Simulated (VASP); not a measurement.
# Quasiparticle energies of SiC (Moissanite 3C) in VASP, part 6 of 8

Wanted: how far GW moves the Kohn-Sham levels of SiC (Moissanite 3C). The cell is of the zinc-blende type, one of the forms listed for this formula. The start is a cell from a database of measured crystal structures.

VASP 6.6.1, plane waves and PAW; the level of theory is named at each step.

So far, quasiparticle gap on the mesh (eV): step 3 (evGW0, evGW0 on PBE) 2.38; step 4 (evGW, evGW on PBE) 2.58.

## 5. QPGW0

This step: QPGW0 on PBE; plane waves and PAW (Si_GW, C_GW) (VASP 6.6.1).

Here the orbitals are updated too, by diagonalising a Hermitian self-energy in the bands up to NBANDSGW.

INCAR reads:

```
SYSTEM = SiC
PREC = Accurate
ENCUT = 440
ISMEAR = 0
SIGMA = 0.01
LREAL = .FALSE.
GGA = PE
NBANDS = 136
ALGO = QPGW0
NELMGW = 4
ENCUTGW = 200
NOMEGA = 64
PRECFOCK = Fast
NBANDSGW = 24
LWAVE = .FALSE.
LCHARG = .FALSE.
```

POSCAR reads:

```
SiC
1.0
    0.0000000000      2.1790000000      2.1790000000
    2.1790000000      0.0000000000      2.1790000000
    2.1790000000      2.1790000000      0.0000000000
Si C
1 1
Direct
    0.0000000000      0.0000000000      0.0000000000
    0.7500000000      0.7500000000      0.7500000000
```

KPOINTS reads:

```
Automatic mesh
0
Gamma
6 6 6
0 0 0
```

PAW data sets: Si_GW and C_GW (PBE family, release 64).

Run with:

```
mpirun -np 8 vasp_std
```

The program printed:

```text
[banner, memory and clock lines left out]
running    8 mpi-ranks, on    1 nodes
 distrk:  each k-point on    8 cores,    1 groups
 distr:  one band on    1 cores,    8 groups

 POSCAR found type information on POSCAR SiC
 POSCAR found :  2 types and       2 ions
 [... a notice as in an earlier step ...]

 [... a notice as in an earlier step ...]

 LDA part: xc-table for (Slater+PW92), standard interpolation
 found WAVECAR, reading the header
 POSCAR, INCAR and KPOINTS ok, starting setup
 FFT: planning ... GRIDC
 FFT: planning ... GRID_SOFT
 FFT: planning ... GRID
 reading WAVECAR
 the WAVECAR file was read successfully
 initial charge from wavefunction
 available memory per node:     15.16 GB, setting MAXMEM to     15525

 The Fermi energy was updated, please check that it is located mid-gap
 values below the HOMO (VB) or above the LUMO (CB) will cause erroneous energies
 E-fermi :   8.4549

 calculate exact exchange contribution
 the WAVEDER file was read successfully
energies w=
    0.000    0.000    0.559    0.000    1.116    0.000    1.672    0.000
    2.223    0.000    2.770    0.000    3.311    0.000    3.845    0.000
    4.374    0.000    4.895    0.000    5.408    0.000    5.915    0.000
    6.414    0.000    6.907    0.000    7.394    0.000    7.875    0.000
    8.351    0.000    8.823    0.000    9.291    0.000    9.757    0.000
   10.221    0.000   10.684    0.000   11.148    0.000   11.613    0.000
   12.081    0.000   12.552    0.000   13.029    0.000   13.512    0.000
   14.003    0.000   14.504    0.000   15.016    0.000   15.542    0.000
   16.083    0.000   16.642    0.000   17.221    0.000   17.823    0.000
   18.453    0.000   19.112    0.000   19.806    0.000   20.540    0.000
   21.318    0.000   22.150    0.000   23.040    0.000   23.999    0.000
   25.038    0.000   26.171    0.000   27.411    0.000   28.782    0.000
   30.305    0.000   32.011    0.000   33.938    0.000   36.137    0.000
   38.672    0.000   41.631    0.000   45.129    0.000   49.332    0.000
   54.478    0.000   60.923    0.000   69.225    0.000   80.308    0.000
   95.833    0.000  119.094    0.000  157.710    0.000  234.145    0.000
 responsefunction array rank=     144
 LDA part: xc-table for (Slater+PW92), standard interpolation

 min. memory requirement per mpi rank    238.1 MB, per node   1905.1 MB

 allocating   8 responsefunctions rank=   144
 shmem allocating  64 responsefunctions rank=   144
 response function shared by NCSHMEM nodes    1
 Doing            8  frequencies on each core in blocks of           64
NQ=   1    0.0000    0.0000    0.0000,
|.........|.........|.........|.........|.........|.........|.........|.........
 performed        332000 updates of chi_q(r,r)
 total number of BLAS operations         49.93 Gflops
NQ=   2    0.1667    0.0000    0.0000,
|.........|.........|.........|.........|.........|.........|.........|.........
 performed       1108000 updates of chi_q(r,r)
 total number of BLAS operations        158.16 Gflops
NQ=   3    0.3333    0.0000    0.0000,
|.........|.........|.........|.........|.........|.........|.........|.........
 performed       1884000 updates of chi_q(r,r)
 total number of BLAS operations        276.46 Gflops
NQ=   4    0.5000    0.0000    0.0000,
|.........|.........|.........|.........|.........|.........|.........|.........
 performed       2503000 updates of chi_q(r,r)
 total number of BLAS operations        370.88 Gflops
NQ=   5    0.1667    0.1667    0.0000,
|.........|.........|.........|.........|.........|.........|.........|.........
 performed       3279000 updates of chi_q(r,r)
 total number of BLAS operations        480.76 Gflops
NQ=   6    0.3333    0.1667    0.0000,
|.........|.........|.........|.........|.........|.........|.........|.........
 performed       4616000 updates of chi_q(r,r)
 total number of BLAS operations        684.58 Gflops
NQ=   7    0.5000    0.1667    0.0000,
|.........|.........|.........|.........|.........|.........|.........|.........
 performed       5953000 updates of chi_q(r,r)
 total number of BLAS operations        876.76 Gflops
NQ=   8   -0.3333    0.1667    0.0000,
|.........|.........|.........|.........|.........|.........|.........|.........
 performed       7290000 updates of chi_q(r,r)
 total number of BLAS operations       1068.94 Gflops
NQ=   9   -0.1667    0.1667    0.0000,
|.........|.........|.........|.........|.........|.........|.........|.........
 performed       8418000 updates of chi_q(r,r)
 total number of BLAS operations       1238.46 Gflops
NQ=  10    0.3333    0.3333    0.0000,
|.........|.........|.........|.........|.........|.........|.........|.........
 performed       9194000 updates of chi_q(r,r)
 total number of BLAS operations       1341.83 Gflops
NQ=  11    0.5000    0.3333    0.0000,
|.........|.........|.........|.........|.........|.........|.........|.........
 performed      10531000 updates of chi_q(r,r)
 total number of BLAS operations       1519.93 Gflops
NQ=  12   -0.3333    0.3333    0.0000,
|.........|.........|.........|.........|.........|.........|.........|.........
 performed      11659000 updates of chi_q(r,r)
 total number of BLAS operations       1686.98 Gflops
NQ=  13    0.5000    0.5000    0.0000,
|.........|.........|.........|.........|.........|.........|.........|.........
 performed      12187000 updates of chi_q(r,r)
 total number of BLAS operations       1754.09 Gflops
NQ=  14    0.5000    0.3333    0.1667,
|.........|.........|.........|.........|.........|.........|.........|.........
 performed      13720000 updates of chi_q(r,r)
 total number of BLAS operations       1961.45 Gflops
NQ=  15   -0.3333    0.3333    0.1667,
|.........|.........|.........|.........|.........|.........|.........|.........
 performed      15149000 updates of chi_q(r,r)
 total number of BLAS operations       2160.67 Gflops
NQ=  16   -0.3333    0.5000    0.1667,
|.........|.........|.........|.........|.........|.........|.........|.........
 performed      16284000 updates of chi_q(r,r)
 total number of BLAS operations       2314.19 Gflops
 resolving degeneracies of screened two electron integrals

 calculate QP shifts <psi_nk| G(iteration)W_0 |psi_nk>: iteration 1

 QP shifts <psi_nk| G(iteration)W_0 |psi_nk>: iteration 1
 NQ=           1  operations          48
 NQ=           2  operations           6
 NQ=           3  operations           6
 NQ=           4  operations          12
 NQ=           5  operations           8
 NQ=           6  operations           2
 NQ=           7  operations           2
 NQ=           8  operations           2
 NQ=           9  operations           4
 NQ=          10  operations           8
[...]
NQ=   4    0.5000    0.0000    0.0000,
|.........|.........|.........|.........|.........|.........|.........|.........
 performed       2503000 updates of chi_q(r,r)
 total number of BLAS operations        370.88 Gflops
NQ=   5    0.1667    0.1667    0.0000,
|.........|.........|.........|.........|.........|.........|.........|.........
 performed       3279000 updates of chi_q(r,r)
 total number of BLAS operations        480.76 Gflops
NQ=   6    0.3333    0.1667    0.0000,
|.........|.........|.........|.........|.........|.........|.........|.........
 performed       4616000 updates of chi_q(r,r)
 total number of BLAS operations        684.58 Gflops
NQ=   7    0.5000    0.1667    0.0000,
|.........|.........|.........|.........|.........|.........|.........|.........
 performed       5953000 updates of chi_q(r,r)
 total number of BLAS operations        876.76 Gflops
NQ=   8   -0.3333    0.1667    0.0000,
|.........|.........|.........|.........|.........|.........|.........|.........
 performed       7290000 updates of chi_q(r,r)
 total number of BLAS operations       1068.94 Gflops
NQ=   9   -0.1667    0.1667    0.0000,
|.........|.........|.........|.........|.........|.........|.........|.........
 performed       8418000 updates of chi_q(r,r)
 total number of BLAS operations       1238.46 Gflops
NQ=  10    0.3333    0.3333    0.0000,
|.........|.........|.........|.........|.........|.........|.........|.........
 performed       9194000 updates of chi_q(r,r)
 total number of BLAS operations       1341.83 Gflops
NQ=  11    0.5000    0.3333    0.0000,
|.........|.........|.........|.........|.........|.........|.........|.........
 performed      10531000 updates of chi_q(r,r)
 total number of BLAS operations       1519.93 Gflops
NQ=  12   -0.3333    0.3333    0.0000,
|.........|.........|.........|.........|.........|.........|.........|.........
 performed      11659000 updates of chi_q(r,r)
 total number of BLAS operations       1686.98 Gflops
NQ=  13    0.5000    0.5000    0.0000,
|.........|.........|.........|.........|.........|.........|.........|.........
 performed      12187000 updates of chi_q(r,r)
 total number of BLAS operations       1754.09 Gflops
NQ=  14    0.5000    0.3333    0.1667,
|.........|.........|.........|.........|.........|.........|.........|.........
 performed      13720000 updates of chi_q(r,r)
 total number of BLAS operations       1961.45 Gflops
NQ=  15   -0.3333    0.3333    0.1667,
|.........|.........|.........|.........|.........|.........|.........|.........
 performed      15149000 updates of chi_q(r,r)
 total number of BLAS operations       2160.67 Gflops
NQ=  16   -0.3333    0.5000    0.1667,
|.........|.........|.........|.........|.........|.........|.........|.........
 performed      16284000 updates of chi_q(r,r)
 total number of BLAS operations       2314.19 Gflops
 resolving degeneracies of screened two electron integrals

 QP shifts <psi_nk| G(iteration)W_0 |psi_nk>: iteration 3
 NQ=           1  operations          48
 NQ=           2  operations           6
 NQ=           3  operations           6
 NQ=           4  operations          12
 NQ=           5  operations           8
 NQ=           6  operations           2
 NQ=           7  operations           2
 NQ=           8  operations           2
 NQ=           9  operations           4
 NQ=          10  operations           8
 NQ=          11  operations           2
 NQ=          12  operations           4
 NQ=          13  operations          16
 NQ=          14  operations           2
 NQ=          15  operations           2
 NQ=          16  operations           4
 allocating   8 responsefunctions rank=   144
 shmem allocating  64 responsefunctions rank=   144
 response function shared by NCSHMEM nodes    1
 Doing            8  frequencies on each core in blocks of           64
NQ=   1    0.0000    0.0000    0.0000,
|.........|.........|.........|.........|.........|.........|.........|.........
 performed        332000 updates of chi_q(r,r)
 total number of BLAS operations         49.93 Gflops
NQ=   2    0.1667    0.0000    0.0000,
|.........|.........|.........|.........|.........|.........|.........|.........
 performed       1108000 updates of chi_q(r,r)
 total number of BLAS operations        158.16 Gflops
NQ=   3    0.3333    0.0000    0.0000,
|.........|.........|.........|.........|.........|.........|.........|.........
 performed       1884000 updates of chi_q(r,r)
 total number of BLAS operations        276.46 Gflops
NQ=   4    0.5000    0.0000    0.0000,
|.........|.........|.........|.........|.........|.........|.........|.........
 performed       2503000 updates of chi_q(r,r)
 total number of BLAS operations        370.88 Gflops
NQ=   5    0.1667    0.1667    0.0000,
|.........|.........|.........|.........|.........|.........|.........|.........
 performed       3279000 updates of chi_q(r,r)
 total number of BLAS operations        480.76 Gflops
NQ=   6    0.3333    0.1667    0.0000,
|.........|.........|.........|.........|.........|.........|.........|.........
 performed       4616000 updates of chi_q(r,r)
 total number of BLAS operations        684.58 Gflops
NQ=   7    0.5000    0.1667    0.0000,
|.........|.........|.........|.........|.........|.........|.........|.........
 performed       5953000 updates of chi_q(r,r)
 total number of BLAS operations        876.76 Gflops
NQ=   8   -0.3333    0.1667    0.0000,
|.........|.........|.........|.........|.........|.........|.........|.........
 performed       7290000 updates of chi_q(r,r)
 total number of BLAS operations       1068.94 Gflops
NQ=   9   -0.1667    0.1667    0.0000,
|.........|.........|.........|.........|.........|.........|.........|.........
 performed       8418000 updates of chi_q(r,r)
 total number of BLAS operations       1238.46 Gflops
NQ=  10    0.3333    0.3333    0.0000,
|.........|.........|.........|.........|.........|.........|.........|.........
 performed       9194000 updates of chi_q(r,r)
 total number of BLAS operations       1341.83 Gflops
NQ=  11    0.5000    0.3333    0.0000,
|.........|.........|.........|.........|.........|.........|.........|.........
 performed      10531000 updates of chi_q(r,r)
 total number of BLAS operations       1519.93 Gflops
NQ=  12   -0.3333    0.3333    0.0000,
|.........|.........|.........|.........|.........|.........|.........|.........
 performed      11659000 updates of chi_q(r,r)
 total number of BLAS operations       1686.98 Gflops
NQ=  13    0.5000    0.5000    0.0000,
|.........|.........|.........|.........|.........|.........|.........|.........
 performed      12187000 updates of chi_q(r,r)
 total number of BLAS operations       1754.09 Gflops
NQ=  14    0.5000    0.3333    0.1667,
|.........|.........|.........|.........|.........|.........|.........|.........
 performed      13720000 updates of chi_q(r,r)
 total number of BLAS operations       1961.45 Gflops
NQ=  15   -0.3333    0.3333    0.1667,
|.........|.........|.........|.........|.........|.........|.........|.........
 performed      15149000 updates of chi_q(r,r)
 total number of BLAS operations       2160.67 Gflops
NQ=  16   -0.3333    0.5000    0.1667,
|.........|.........|.........|.........|.........|.........|.........|.........
 performed      16284000 updates of chi_q(r,r)
 total number of BLAS operations       2314.19 Gflops
 resolving degeneracies of screened two electron integrals

 QP shifts <psi_nk| G(iteration)W_0 |psi_nk>: iteration 4
 NQ=           1  operations          48
 NQ=           2  operations           6
 NQ=           3  operations           6
 NQ=           4  operations          12
 NQ=           5  operations           8
 NQ=           6  operations           2
 NQ=           7  operations           2
 NQ=           8  operations           2
 NQ=           9  operations           4
 NQ=          10  operations           8
 NQ=          11  operations           2
 NQ=          12  operations           4
 NQ=          13  operations          16
 NQ=          14  operations           2
 NQ=          15  operations           2
 NQ=          16  operations           4
 entering main loop
```

The job ended after 14 min (8 MPI ranks of AMD EPYC 9R14 (Zen 4), shared host; peak memory 2.5 GiB; 1.8 h of CPU time).

OUTCAR, selected parts (step 5):

```text
   NELECT =       8.0000    total number of electrons

 E-fermi :   8.4549

 QP shifts <psi_nk| G(iteration)W_0 |psi_nk>: iteration 1
 k-point   1 :       0.0000    0.0000    0.0000
  band No. DFT-energies  QP-energies  QP-e(diag)   sigma(DFT)    Z            occupation
      1      -7.6332      -8.7714      -8.7652      -9.2036       0.7209       2.0000
      2       7.7821       7.0384       7.0595       6.8632       0.7864       2.0000
      3       7.7821       7.0384       7.0595       6.8632       0.7864       2.0000
      4       7.7821       7.0384       7.0595       6.8632       0.7864       2.0000
      5      14.0031      14.3876      14.3988      14.5122       0.7773       0.0000
      6      15.0768      15.5588      15.5678      15.6966       0.7922       0.0000
      7      15.0768      15.5588      15.5678      15.6966       0.7922       0.0000
      8      15.0768      15.5588      15.5678      15.6966       0.7922       0.0000
    ...

     24      55.1579      55.1579      55.1579      55.1579       1.0000       0.0000

 k-point   2 :       0.1667    0.0000    0.0000
  band No. DFT-energies  QP-energies  QP-e(diag)   sigma(DFT)    Z            occupation
      1      -7.0942      -8.2198      -8.2141      -8.6447       0.7222       2.0000
      2       5.4040       4.5253       4.5346       4.2764       0.7710       2.0000
      3       7.4498       6.6894       6.7030       6.4999       0.7861       2.0000
      4       7.4498       6.6894       6.7030       6.4999       0.7861       2.0000
      5      14.1122      14.5137      14.5262      14.6371       0.7888       0.0000
      6      15.5951      16.0985      16.1052      16.2432       0.7870       0.0000
      7      15.5951      16.0985      16.1052      16.2432       0.7870       0.0000
      8      16.1248      16.6615      16.6691      16.8305       0.7714       0.0000
    ...

     24      55.3957      55.3957      55.3957      55.3957       1.0000       0.0000

     24      59.0882      59.0882      59.0882      59.0882       1.0000       0.0000

 QP shifts <psi_nk| G(iteration)W_0 |psi_nk>: iteration 2
 k-point   1 :       0.0000    0.0000    0.0000
  band No. DFT-energies  QP-energies  QP-e(diag)   sigma(DFT)    Z            occupation
      1      -8.7714      -9.0709      -9.0667      -9.1815       0.7201       2.0000
      2       7.0384       6.8743       6.8960       6.8581       0.7895       2.0000
      3       7.0384       6.8743       6.8960       6.8581       0.7895       2.0000
      4       7.0384       6.8743       6.8960       6.8581       0.7895       2.0000
      5      14.3876      14.4207      14.4222      14.4320       0.7804       0.0000
      6      15.5588      15.6103      15.6349      15.6547       0.7932       0.0000
      7      15.5588      15.6103      15.6349      15.6547       0.7932       0.0000
      8      15.5588      15.6103      15.6349      15.6547       0.7932       0.0000
    ...

 QP shifts <psi_nk| G(iteration)W_0 |psi_nk>: iteration 3
 k-point   1 :       0.0000    0.0000    0.0000
  band No. DFT-energies  QP-energies  QP-e(diag)   sigma(DFT)    Z            occupation
      1      -9.0709      -9.1615      -9.1583      -9.1926       0.7178       2.0000
      2       6.8743       6.7951       6.8196       6.8051       0.7902       2.0000
      3       6.8743       6.7951       6.8196       6.8051       0.7902       2.0000
      4       6.8743       6.7951       6.8196       6.8051       0.7902       2.0000
      5      14.4207      14.3927      14.3929      14.3851       0.7812       0.0000
      6      15.6103      15.6231      15.6482      15.6581       0.7934       0.0000
      7      15.6103      15.6231      15.6482      15.6581       0.7934       0.0000
      8      15.6103      15.6231      15.6482      15.6581       0.7934       0.0000
    ...

 QP shifts <psi_nk| G(iteration)W_0 |psi_nk>: iteration 4
 k-point   1 :       0.0000    0.0000    0.0000
  band No. DFT-energies  QP-energies  QP-e(diag)   sigma(DFT)    Z            occupation
      1      -9.1615      -9.1906      -9.1875      -9.1977       0.7165       2.0000
      2       6.7951       6.7575       6.7821       6.7787       0.7900       2.0000
      3       6.7951       6.7575       6.7821       6.7787       0.7900       2.0000
      4       6.7951       6.7575       6.7821       6.7787       0.7900       2.0000
      5      14.3927      14.3730      14.3734      14.3680       0.7812       0.0000
      6      15.6231      15.6258      15.6521      15.6597       0.7933       0.0000
      7      15.6231      15.6258      15.6521      15.6597       0.7933       0.0000
      8      15.6231      15.6258      15.6521      15.6597       0.7933       0.0000
    ...

[... 16 parts as in an earlier step ...]

[... 29 further parts left out ...]
```

Numbers from this step:

- quasiparticle gap on the mesh: 2.522 eV
- smallest direct quasiparticle gap on the mesh: 5.910 eV

QP gap by iteration, by row:

| iteration | gap (eV) | direct gap (eV) |
| --- | --- | --- |
| 1 | 2.231 | 5.616 |
| 2 | 2.397 | 5.81 |
| 3 | 2.479 | 5.878 |
| 4 | 2.522 | 5.91 |

GW takes the gap from 1.346 to 2.522 eV. That is +144 meV against evGW0 on PBE. The last pass still moved it by +43 meV. The value holds for 136 bands, ENCUTGW = 200 eV and this mesh, and isn't shown to be converged in them.

(Continued in part 7 of 8.)

[Lines on the potential files, build, host, timing and source positions are cut from VASP's logs without a mark.]

[Logs are printed without paths, hosts, clocks, repeated set-up lines and the standing remarks that a program may print on its own settings, such as how far it seeks lower states.]

[Hosts, paths, dates, database ids (printed as entryN), source tags and the programs' standing remarks are cut or masked in the printed files.]

[Pressures printed for these runs are not shown converged in the cutoff: they can be off by several GPa and have the wrong sign.]
